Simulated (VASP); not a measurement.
Given:

```
CELL_PARAMETERS angstrom
      4.33000     2.16500     2.16500
      2.16500     4.33000     2.16500
      2.16500     2.16500     4.33000
ATOMIC_POSITIONS crystal
  Fe 0.00000 0.00000 0.00000
  Fe 0.50000 0.50000 0.50000
  O  0.25000 0.25000 0.25000
  O  0.75000 0.75000 0.75000
```
Starting moments (μB, in the order of the record's atoms Fe Fe O O): 4.0 -4.0 0.0 0.0.

Method: PBE GGA, VASP's PBE PAW potentials (set 64) (plane waves; VASP 6.6.1). Numerical set-up: 400 eV cut-off, 5×5×5 Γ-centred mesh, Fermi-Dirac smearing of 0.020 eV, potentials Fe O.

At this cut-off the stress carries a Pulay error, which pulls relaxed volumes low.

Predict the cell moment, energy per atom (σ→0), pressure, band gap (on the k-mesh) with the smallest direct gap where there is one.

The band gap (on the k-mesh) comes out as none (metal, semimetal or under 0.01 eV). The cell moment is 0.00 μB. The energy per atom (σ→0) is -7.450 eV/atom and the pressure is -91.8 kbar.

Give the moment on each site (PAW-sphere projection).

| site | moment (μB) |
|---|---|
| Fe1 | 3.44 |
| Fe2 | -3.44 |
| O3 | 0.00 |
| O4 | 0.00 |

The absolute energy has meaning only against runs of the same code, potentials and settings.

The structure is a typed FeO crystal (Fm-3m). The cell was not relaxed at this level. The k-mesh is coarse (spacing up to 0.48 per Å, 2π included), so the numbers may not be converged in it.
